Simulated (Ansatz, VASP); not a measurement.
# SnH2 in two plane-wave programs, part 2 of 2

Aim: how closely do two programs agree when they are given the same cell, functional and k mesh? The structure shown is frame 59 of Ansatz's trajectory.

VASP 6.6.1 and Ansatz 0.2.0.

So far: Starting point; Ansatz: dynamics, PBE.

**3. VASP: single point, PBE**

Level of this step: PBE; plane waves and PAW (Sn_d, H) (VASP).

The same cell, functional, mesh and smearing now go to VASP, with its own data sets.

Lines of VASP's logs that name or quote its potential files are left out, and so is its time.

Input file INCAR:

```
SYSTEM = SnH2
PREC = Accurate
ENCUT = 400
EDIFF = 1E-06
NELM = 120
ISMEAR = -1
SIGMA = 0.025
LREAL = .FALSE.
ALGO = Normal
GGA = PE
NBANDS = 88
LORBIT = 11
LWAVE = .FALSE.
LCHARG = .FALSE.
ISIF = 2
LASPH = .TRUE.
GGA_COMPAT = .FALSE.
EFERMI = MIDGAP
```

Input file POSCAR:

```
SnH2
1.0
   13.5967900000      0.0000000000      0.0000000000
    0.0000000000     12.7924200000      0.0000000000
    0.0000000000      0.0000000000     18.3536600000
Sn H
8 16
Direct
    0.4387506169      0.4981309244      0.0025825912
    0.5616472712      0.4953402093      0.1271136111
    0.4426780144      0.5001633780      0.2501789834
    0.5643832110      0.4944568737      0.3729828274
    0.4392139615      0.5007574798      0.5022540463
    0.5566460907      0.5063623615      0.6214945684
    0.4416483596      0.5040953940      0.7521442590
    0.5575874894      0.5003744405      0.8747247143
    0.3558634060      0.3960470341      0.9984820466
    0.3771625509      0.6160366842      0.0101418464
    0.6375401841      0.6079225041      0.1176550072
    0.6420559559      0.3872058610      0.1239371330
    0.3773758365      0.6155285708      0.2431177215
    0.3619383693      0.3986032354      0.2423985189
    0.6379152726      0.3772781069      0.3640908680
    0.6512493022      0.5976195278      0.3662212333
    0.3798028799      0.3804831299      0.5055068035
    0.3527670869      0.5994331018      0.4867802934
    0.6210289340      0.3905672265      0.6086415462
    0.6506682827      0.5977915047      0.6144442035
    0.3558634060      0.6053819371      0.7502917674
    0.3692856917      0.3956014577      0.7440150902
    0.6391876318      0.6006291226      0.8697447811
    0.6259124396      0.3897307937      0.8774271726
```

Input file KPOINTS:

```
Automatic mesh
0
Gamma
1 1 1
0 0 0
```

PAW data sets: Sn_d and H (PBE family, release 64).

Command:

```console
$ mpirun -np 4 vasp_gam
```

Numbers of over 12 decimals in the logs are rounded to 6 here.

What it wrote:

```text
[banner, memory and clock lines left out]
running    4 mpi-ranks, on    1 nodes
 distrk:  each k-point on    4 cores,    1 groups
 distr:  one band on    1 cores,    4 groups

 POSCAR found type information on POSCAR SnH
 POSCAR found :  2 types and      24 ions
|                                                                             |
|               ----> ADVICE to this user running VASP <----                  |
|                                                                             |
|     You have a (more or less) 'large supercell' and for larger cells it     |
|     might be more efficient to use real-space projection operators.         |
|     Therefore, try LREAL= Auto in the INCAR file.                           |
|     Mind: For very accurate calculation, you might also keep the            |
|     reciprocal projection scheme (i.e. LREAL=.FALSE.).                      |
|                                                                             |

 LDA part: xc-table for (Slater+PW92), standard interpolation
 POSCAR, INCAR and KPOINTS ok, starting setup
 FFT: planning ... GRIDC
 FFT: planning ... GRID_SOFT
 FFT: planning ... GRID
 WAVECAR not read
 entering main loop
       N       E                     dE             d eps       ncg     rms          rms(c)
DAV:   1     0.870710567974E+03    0.87071E+03   -0.49858E+04   224   0.892E+02
DAV:   2     0.150916196358E+02   -0.85562E+03   -0.84171E+03   232   0.247E+02
DAV:   3    -0.785186540553E+02   -0.93610E+02   -0.93090E+02   216   0.991E+01
DAV:   4    -0.826924150734E+02   -0.41738E+01   -0.41631E+01   200   0.242E+01
DAV:   5    -0.827982132527E+02   -0.10580E+00   -0.10577E+00   224   0.406E+00    0.138E+01
DAV:   6    -0.793818922313E+02    0.34163E+01   -0.19801E+00   232   0.655E+00    0.743E+00
DAV:   7    -0.782618357305E+02    0.11201E+01   -0.43167E+00   216   0.584E+00    0.149E+00
DAV:   8    -0.782192115256E+02    0.42624E-01   -0.60233E-01   224   0.447E+00    0.600E-01
DAV:   9    -0.782035190384E+02    0.15692E-01   -0.65057E-02   216   0.127E+00    0.331E-01
DAV:  10    -0.781967341273E+02    0.67849E-02   -0.23425E-02   208   0.726E-01    0.265E-01
DAV:  11    -0.781942079794E+02    0.25261E-02   -0.12548E-02   208   0.607E-01    0.103E-01
DAV:  12    -0.781963206771E+02   -0.21127E-02   -0.33506E-03   216   0.284E-01    0.103E-01
DAV:  13    -0.781994455571E+02   -0.31249E-02   -0.14312E-03   224   0.209E-01    0.474E-02
DAV:  14    -0.782005841370E+02   -0.11386E-02   -0.84416E-04   200   0.111E-01    0.332E-02
[...]
DAV:  18    -0.782058354598E+02   -0.41434E-03   -0.19784E-05   176   0.136E-02    0.272E-03
DAV:  19    -0.782060814709E+02   -0.24601E-03   -0.91103E-06   152   0.828E-03    0.145E-03
DAV:  20    -0.782061937815E+02   -0.11231E-03   -0.30545E-06   160   0.572E-03    0.124E-03
DAV:  21    -0.782062335634E+02   -0.39782E-04   -0.75657E-07   136   0.297E-03    0.818E-04
DAV:  22    -0.782062577691E+02   -0.24206E-04   -0.10246E-06   144   0.339E-03    0.394E-04
DAV:  23    -0.782062646071E+02   -0.68380E-05   -0.37958E-07   128   0.202E-03    0.220E-04
DAV:  24    -0.782062671452E+02   -0.25381E-05   -0.16018E-07   144   0.125E-03    0.169E-04
DAV:  25    -0.782062673421E+02   -0.19694E-06   -0.26796E-08   136   0.953E-04
   1 F= -.78206267E+02 E0= -.78206267E+02  d E =-.475429E-19
```

OUTCAR, selected parts (step 3):

```text
ion  position               nearest neighbor table
   1  0.439  0.498  0.003-   9 1.73  10 1.73   2 2.83   8 2.85
   2  0.562  0.495  0.127-  12 1.76  11 1.78   3 2.78   1 2.83
   3  0.443  0.500  0.250-  14 1.71  13 1.73   2 2.78   4 2.80
   4  0.564  0.494  0.373-  16 1.78  15 1.81   3 2.80   5 2.92
   5  0.439  0.501  0.502-  17 1.74  18 1.75   6 2.71   4 2.92
   6  0.557  0.506  0.621-  19 1.74  20 1.74   5 2.71   7 2.86
   7  0.442  0.504  0.752-  22 1.71  21 1.74   8 2.75   6 2.86
   8  0.558  0.500  0.875-  24 1.69  23 1.70   7 2.75   1 2.85
   9  0.356  0.396  0.998-   1 1.73
  10  0.377  0.616  0.010-   1 1.73
  11  0.638  0.608  0.118-   2 1.78
  12  0.642  0.387  0.124-   2 1.76
  13  0.377  0.616  0.243-   3 1.73
  14  0.362  0.399  0.242-   3 1.71
  15  0.638  0.377  0.364-   4 1.81
  16  0.651  0.598  0.366-   4 1.78
  17  0.380  0.380  0.506-   5 1.74
  18  0.353  0.599  0.487-   5 1.75
  19  0.621  0.391  0.609-   6 1.74
  20  0.651  0.598  0.614-   6 1.74
  21  0.356  0.605  0.750-   7 1.74
  22  0.369  0.396  0.744-   7 1.71
  23  0.639  0.601  0.870-   8 1.70
  24  0.626  0.390  0.877-   8 1.69

  LATTYP: Found a simple orthorhombic cell.
 ALAT       =    12.7924200000
 B/A-ratio  =     1.0628786422
 C/A-ratio  =     1.4347293163

 Subroutine GETGRP returns: Found  1 space group operations
 (whereof  1 operations were pure point group operations)

The static configuration has the point symmetry C_1 .

 Found      1 irreducible k-points:

   k-points           NKPTS =      1   k-points in BZ     NKDIM =      1   number of bands    NBANDS=     88

   dimension x,y,z NGX =    90 NGY =   84 NGZ =  120
   dimension x,y,z NGXF=   180 NGYF=  168 NGZF=  240

   ENCUT  =  400.0 eV  29.40 Ry    5.42 a.u.  22.17 20.86 29.93*2*pi/ulx,y,z

   NELECT =     128.0000    total number of electrons

 k-points in reciprocal lattice and weights: Automatic mesh
   0.00000000  0.00000000  0.00000000       1.000

 average (electrostatic) potential at core
       1-110.3026       2-110.2342       3-110.3310       4-110.3433       5-110.4315
       6-110.3663       7-110.4266       8-110.3945       9 -40.2553      10 -40.0617
      11 -39.8553      12 -39.9104      13 -40.1358      14 -40.3053      15 -39.8266
      16 -39.9975      17 -40.1514      18 -40.2382      19 -40.0092      20 -40.1520
      21 -40.1587      22 -40.2204      23 -40.3515      24 -40.2892

 E-fermi :  -3.1869

 k-point     1 :       0.0000    0.0000    0.0000
  band No.  band energies     occupation
    ...
     60      -6.1158      2.00000
     61      -5.9781      2.00000
     62      -5.8398      2.00000
     63      -5.7652      2.00000
     64      -4.3197      2.00000
     65      -2.0542      0.00000
     66      -0.8832      0.00000
     67      -0.7196      0.00000
     68      -0.6360      0.00000
     69      -0.5448      0.00000
    ...

  Total       -3.8392867     -2.6447177      2.4797288      0.6091285      0.1656010      3.0896292
  in kB       -1.9268564     -1.3273276      1.2445232      0.3057087      0.0831116      1.5506192
  external PRESSURE =      -0.6698869 kB  Pullay stress =       0.0000000 kB

  energy-cutoff  :      400.00
  volume of cell :     3192.36
      direct lattice vectors                 reciprocal lattice vectors
    13.596790000  0.000000000  0.000000000     0.073546771  0.000000000  0.000000000
     0.000000000 12.792420000  0.000000000     0.000000000  0.078171292  0.000000000
     0.000000000  0.000000000 18.353660000     0.000000000  0.000000000  0.054485045

 POSITION                                       TOTAL-FORCE (eV/Angst)
 -----------------------------------------------------------------------------------
      5.96560      6.37230      0.04740         0.440547      0.180154     -0.007175
      7.63660      6.33660      2.33300         0.517675      0.041771     -0.448140
      6.01900      6.39830      4.59170         0.252235      0.272834     -0.025315
      7.67380      6.32530      6.84560         0.371345     -0.344364      0.295499
      5.97190      6.40590      9.21820        -0.067371      0.027351     -1.034393
      7.56860      6.47760     11.40670         0.383082      0.024242      0.622962
      6.00500      6.44860     13.80460        -0.001429      0.269813     -0.597068
      7.58140      6.40100     16.05440        -0.481997      0.023376      0.543266
      4.83860      5.06640     18.32580         0.005414      0.057012     -0.017086
      5.12820      7.88060      0.18614        -0.100308     -0.080406     -0.088587
      8.66850      7.77680      2.15940        -0.336728     -0.452000      0.111827
      8.72990      4.95330      2.27470        -0.275050      0.321616      0.042661
      5.13110      7.87410      4.46210        -0.035826     -0.030941      0.061423
      4.92120      5.09910      4.44890        -0.147767     -0.165591      0.057916
      8.67360      4.82630      6.68240        -0.501339      0.655615      0.153875
      8.85490      7.64500      6.72150        -0.413289     -0.340519      0.075383
      5.16410      4.86730      9.27790        -0.021699      0.160629     -0.063303
      4.79650      7.66820      8.93420         0.187306     -0.224320      0.094421
      8.44400      4.99630     11.17080        -0.088203     -0.031006      0.150679
      8.84700      7.64720     11.27730        -0.230935      0.044809      0.079533
      4.83860      7.74430     13.77060         0.251173     -0.052107      0.014248
      5.02110      5.06070     13.65540        -0.084591     -0.278613      0.008272
      8.69090      7.68350     15.96300         0.162024      0.306365      0.050698
      8.51040      4.98560     16.10400         0.215729     -0.385721     -0.081598
 -----------------------------------------------------------------------------------
    total drift:                               -0.000666     -0.003178      0.001144

  FREE ENERGIE OF THE ION-ELECTRON SYSTEM (eV)
  ---------------------------------------------------
  free  energy   TOTEN  =       -78.2062673421 eV

  energy  without entropy=      -78.2062673421  energy(sigma->0) =      -78.20626734

 total charge
# of ion       s       p       d       tot
------------------------------------------
    1        1.091   1.354   9.995  12.441
    2        1.092   1.334   9.991  12.417
    3        1.093   1.390  10.000  12.483
    4        1.092   1.287   9.987  12.366
    5        1.094   1.350   9.995  12.440
    6        1.094   1.373   9.998  12.465
    7        1.093   1.370   9.998  12.462
    8        1.093   1.405  10.003  12.500
    9        0.516   0.009   0.000   0.524
   10        0.518   0.009   0.000   0.526
   11        0.503   0.007   0.000   0.511
   12        0.507   0.008   0.000   0.515
   13        0.518   0.009   0.000   0.526
   14        0.522   0.009   0.000   0.532
   15        0.495   0.007   0.000   0.502
   16        0.503   0.007   0.000   0.511
   17        0.514   0.008   0.000   0.523
   18        0.509   0.008   0.000   0.518
   19        0.518   0.008   0.000   0.526
   20        0.514   0.008   0.000   0.522
   21        0.513   0.008   0.000   0.521
   22        0.525   0.009   0.000   0.534
   23        0.526   0.009   0.000   0.535
   24        0.529   0.010   0.000   0.538
--------------------------------------------------
tot         16.972  10.998  79.967 107.938
```

**4. Side by side**

Known differences besides the potentials themselves: the cutoff is 420 eV in Ansatz and 400 eV in VASP. Total energies have different zeros and are not compared.

Forces on 8 of the 24 atoms, those with the largest forces and the largest differences (eV/Å; atoms numbered as in POSCAR):

```csv
atom,"Ansatz x, y, z","VASP x, y, z"
Sn2,"0.507, 0.045, -0.446","0.518, 0.042, -0.448"
Sn4,"0.361, -0.346, 0.297","0.371, -0.344, 0.295"
Sn5,"-0.052, 0.031, -1.035","-0.067, 0.027, -1.034"
Sn6,"0.367, 0.027, 0.629","0.383, 0.024, 0.623"
Sn7,"0.018, 0.275, -0.596","-0.001, 0.270, -0.597"
Sn8,"-0.505, 0.026, 0.544","-0.482, 0.023, 0.543"
H15,"-0.499, 0.653, 0.153","-0.501, 0.656, 0.154"
H23,"0.175, 0.319, 0.050","0.162, 0.306, 0.051"
```

The forces differ by 8.1 meV/Å r.m.s., which is 2.8 % of the r.m.s. force of 0.290 eV/Å (both taken over all components). With vacuum in the cell, a pressure given here is an average over mostly empty space and none of the material.

**5. Summary of results**

```yaml
r_m_s_force_difference_single_point_pbe: 2.8 % of the r.m.s. force
```

The r.m.s. force difference is 2.8 % of the r.m.s. force (single point, PBE), within the 3 % picked in this series as the mark of a large difference. 2 further runs of this series are not shown here. How closely two codes agree says nothing of how well the functional describes the real material.

[Lines on the potential files, build, host, timing and source positions are cut from VASP's logs without a mark.]

[Logs are printed without paths, hosts, clocks, repeated set-up lines and the standing remarks that a program may print on its own settings, such as how far it seeks lower states.]

[Hosts, paths, dates, database ids (printed as entryN), source tags and the programs' standing remarks are cut or masked in the printed files.]
